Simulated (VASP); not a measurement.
Computed with rev-vdW-DF2, VASP's PBE PAW potentials (set 64) (plane waves; VASP 6.6.1).

A VASP calculation is set up with these files.

**INCAR**
```
NELM=100   ! most electronic steps
ALGO=Normal
LWAVE=.FALSE.
EDIFF=1E-7   ! SCF stop (eV)
AGGAC=0.0
ISMEAR=0   ! Gaussian
SIGMA=0.05   ! width (eV)
SYSTEM=MgI2
PARAM1=0.1234568
LCHARG=.FALSE.
GGA=MK
LREAL=.FALSE.
LMAXMIX=4   ! l cut-off of mixed one-centre charges
PREC=Accurate
ICHARG=11   ! fixed density
LUSE_VDW=.TRUE.
PARAM2=0.7114
ZAB_VDW=-1.8867
LORBIT=11   ! lm-projected
LASPH=.TRUE.   ! aspherical one-centre terms
ENCUT=520
```

File KPOINTS:
```
k-points along high-symmetry lines
10
Line-mode
Reciprocal
  0.000000   0.000000   0.000000 ! GAMMA
  0.500000   0.000000   0.000000 ! M

  0.500000   0.000000   0.000000 ! M
  0.333333   0.333333   0.000000 ! K

  0.333333   0.333333   0.000000 ! K
  0.000000   0.000000   0.000000 ! GAMMA

  0.000000   0.000000   0.000000 ! GAMMA
  0.000000   0.000000   0.500000 ! A

  0.000000   0.000000   0.500000 ! A
  0.500000   0.000000   0.500000 ! L

  0.500000   0.000000   0.500000 ! L
  0.333333   0.333333   0.500000 ! H

  0.333333   0.333333   0.500000 ! H
  0.000000   0.000000   0.500000 ! A

  0.500000   0.000000   0.500000 ! L
  0.500000   0.000000   0.000000 ! M

  0.333333   0.333333   0.500000 ! H
  0.333333   0.333333   0.000000 ! K
```

**POSCAR**
```
MgI2
1
    2.0820030844    -3.6061346938     0.0000000000
    2.0820030844     3.6061346938    -0.0000000000
    0.0000000000     0.0000000000     6.8616744623
Mg I
1 2
Direct
  1.0000000000   1.0000000000   0.0000000000
  0.3333330000   0.6666670000   0.2438227470
  0.6666670000   0.3333330000   0.7561772530
```

POTCAR, in this order: Mg I (PBE.64 set). Program: vasp_std. Read from the step before: CHGCAR.

The resulting files:

OSZICAR:
```
       N       E                     dE             d eps       ncg     rms          rms(c)
DAV:   1     0.848058169943E+02    0.84806E+02   -0.59157E+03  2160   0.104E+03
DAV:   2     0.369523996969E+01   -0.81111E+02   -0.74959E+02  3124   0.155E+02
DAV:   3    -0.242023098987E+01   -0.61155E+01   -0.60842E+01  2700   0.487E+01
DAV:   4    -0.253458200171E+01   -0.11435E+00   -0.11431E+00  2768   0.826E+00
DAV:   5    -0.253688930174E+01   -0.23073E-02   -0.23072E-02  2628   0.119E+00
DAV:   6    -0.253698835942E+01   -0.99058E-04   -0.99058E-04  2984   0.209E-01
DAV:   7    -0.253699159067E+01   -0.32312E-05   -0.32312E-05  2708   0.300E-02
DAV:   8    -0.253699175614E+01   -0.16547E-06   -0.16547E-06  2284   0.568E-03
DAV:   9    -0.253699176438E+01   -0.82402E-08   -0.82145E-08  1968   0.134E-03
   1 F= -.25369918E+01 E0= -.25369918E+01  d E =-.176589E-15
```

OUTCAR:
```
 val. band max:        2.2161027011   @ k =   0.0000   0.0000   0.0000

 cond. band min:       5.6528661167   @ k =   0.5000   0.0000   0.3333



 k-point     1 :       0.0000    0.0000    0.0000
  band No.  band energies     occupation
      1      -9.8841      2.00000
      2      -9.1827      2.00000
      3      -1.3360      2.00000
      4       1.7380      2.00000
      5       1.7380      2.00000
      6       2.1172      2.00000
      7       2.1173      2.00000
      8       2.2161      2.00000
      9       5.7668      0.00000
     10       6.9427      0.00000
     11       8.8744      0.00000
     12       8.8744      0.00000

 k-point     2 :       0.0556    0.0000    0.0000
  band No.  band energies     occupation
      1      -9.8681      2.00000
      2      -9.1743      2.00000
      3      -1.3128      2.00000
      4       1.6008      2.00000
      5       1.6934      2.00000
      6       1.9868      2.00000
      7       2.1169      2.00000
      8       2.2061      2.00000
      9       5.9219      0.00000
     10       7.0815      0.00000
     11       8.6716      0.00000
     12       8.9267      0.00000

 k-point     3 :       0.1111    0.0000    0.0000
  band No.  band energies     occupation
      1      -9.8209      2.00000
      2      -9.1501      2.00000
      3      -1.2449      2.00000
      4       1.2377      2.00000
      5       1.5795      2.00000
      6       1.6656      2.00000
      7       2.1035      2.00000
      8       2.1732      2.00000
      9       6.2924      0.00000
     10       7.4109      0.00000
     11       8.3455      0.00000
     12       9.0655      0.00000

 k-point     4 :       0.1667    0.0000    0.0000
  band No.  band energies     occupation
      1      -9.7457      2.00000
      2      -9.1136      2.00000
      3      -1.1383      2.00000
      4       0.7570      2.00000
      5       1.2627      2.00000
      6       1.4304      2.00000
      7       2.0645      2.00000
...
```

The density is held fixed in this step, so its total energy and stress have no physical meaning. Unless said otherwise, spin-orbit coupling is left out, though it shifts the bands of the heavy elements here.

The compound is MgI2 in the 1T layered structure. It was relaxed first.
